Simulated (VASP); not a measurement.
Data:

```
Mg2Si
1.0
    0.00000     3.17318     3.17318
    3.17318     0.00000     3.17318
    3.17318     3.17318     0.00000
Mg Si
2 1
Direct
  0.25000   0.25000   0.25000
  0.75000   0.75000   0.75000
  0.00000   0.00000   0.00000
```

Level of theory: vdW-DF-cx, VASP's PBE PAW potentials (set 64) (plane waves; VASP). Run with 520 eV cut-off, Gaussian smearing of 0.050 eV, potentials Mg Si.

Question: Give the energies of bands 2 to 7 at the high-symmetry points, in eV from the valence-band maximum.

Answer: 
```csv
band,Γ,X,U,L,W
2,0.00,-4.39,-3.97,-4.74,-3.57
3,0.00,-1.94,-3.43,-0.70,-3.57
4,0.00,-1.94,-1.62,-0.70,-2.67
5,1.94,0.18,0.72,1.35,2.65
6,2.60,0.50,3.01,2.56,3.63
7,2.60,7.96,5.85,2.56,3.63
```

The gap is indirect, 0.18 eV, from the valence maximum at Γ to the conduction minimum at X.

Measured: gap 0.77 eV (computed value off by -0.59 eV), as given by Byungki Ryu et al., Journal of the Korean Physical Society (2019), arXiv:1905.06140.

The compound is Mg2Si in the antifluorite structure. It was relaxed first.
